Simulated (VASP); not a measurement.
## Au₃Cu (ordered alloy cell): computed properties

Computed with PBEsol GGA, VASP's PBE PAW potentials (set 64) (plane waves; VASP).

For Au3Cu, the space group is R-3m (166), the cell is a = 2.8402 Å, b = 2.8402 Å, c = 27.0887 Å, α = 90.00°, β = 90.00°, γ = 120.00° and the volume per atom is 15.77 Å³/atom. The band gap (over mesh and band path) is none (metal, semimetal or under 0.01 eV) and the density is 17.23 g/cm³.

```cif
data_Au3Cu
_chemical_formula_sum 'Cu1 Au3'
_space_group_name_H-M_alt 'P 1'
_space_group_IT_number 1
_cell_length_a 2.84024
_cell_length_b 2.84024
_cell_length_c 11.16049
_cell_angle_alpha 59.404
_cell_angle_beta 59.404
_cell_angle_gamma 60.000
loop_
_space_group_symop_operation_xyz
  'x, y, z'
loop_
_atom_site_label
_atom_site_type_symbol
_atom_site_fract_x
_atom_site_fract_y
_atom_site_fract_z
_atom_site_occupancy
Cu1 Cu 0.00000 0.00000 0.00000 1
Au1 Au 0.02670 0.02670 0.22998 1
Au2 Au 0.00000 0.00000 0.50000 1
Au3 Au 0.97330 0.97330 0.77002 1
```

Unless said otherwise, spin-orbit coupling is left out, though it shifts the bands of the heavy elements here.

The structure was generated: Au3Cu was put into an ordered model structure (R-3m), which need not be its known phase. It was relaxed first. Symmetry was kept, so distortions that lower it aren't found.
